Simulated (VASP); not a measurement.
MgO (rock salt) is relaxed at rising pressure, each step from the one before. Symmetry mostly holds the structure type, and other phases were not tried. The mesh follows the cell, and a change of mesh leaves a small step in the series.

Space group Fm-3m (No. 225); a = b = c = 4.146 Å, α = β = γ = 90.00°

```tsv
atom	site	symmetry	x	y	z
Mg	4a	m-3m	0.0000	0.0000	0.0000
O	4b	m-3m	0.5000	0.5000	0.5000
```
(The calculation used a cell of 2 atoms; values per cell refer to that cell.)

Computed with LDA (Ceperley-Alder, Perdew-Zunger), VASP's LDA PAW potentials (set 64) (plane waves; VASP). Run with 620 eV cut-off, 11×11×11 Γ-centred mesh, Gaussian smearing of 0.050 eV, potentials Mg O.

```json
[
 {"P (GPa)": "0", "V (Å³/atom)": "8.91", "H − H(0) (eV/atom)": "0.000", "space group": "Fm-3m", "gap on the mesh (eV)": "5.14", "k-mesh": "11×11×11"},
 {"P (GPa)": "5", "V (Å³/atom)": "(withheld)", "H − H(0) (eV/atom)": "(withheld)", "space group": "Fm-3m", "gap on the mesh (eV)": "5.43", "k-mesh": "11×11×11"},
 {"P (GPa)": "10", "V (Å³/atom)": "8.46", "H − H(0) (eV/atom)": "0.542", "space group": "Fm-3m", "gap on the mesh (eV)": "5.69", "k-mesh": "11×11×11"},
 {"P (GPa)": "20", "V (Å³/atom)": "(withheld)", "H − H(0) (eV/atom)": "(withheld)", "space group": "Fm-3m", "gap on the mesh (eV)": "6.16", "k-mesh": "11×11×11"},
 {"P (GPa)": "30", "V (Å³/atom)": "7.82", "H − H(0) (eV/atom)": "1.558", "space group": "Fm-3m", "gap on the mesh (eV)": "6.59", "k-mesh": "11×11×11"},
 {"P (GPa)": "45", "V (Å³/atom)": "7.47", "H − H(0) (eV/atom)": "2.275", "space group": "Fm-3m", "gap on the mesh (eV)": "7.16", "k-mesh": "12×12×12"}
]
```

Question: Fill in the missing entries.

Answer: 
- 20, V (Å³/atom): 8.11
- 20, H − H(0) (eV/atom): 1.060
- 5, V (Å³/atom): 8.66
- 5, H − H(0) (eV/atom): 0.275

Pressures at which the relaxation failed are left out.

The compound is MgO in the rock salt structure.
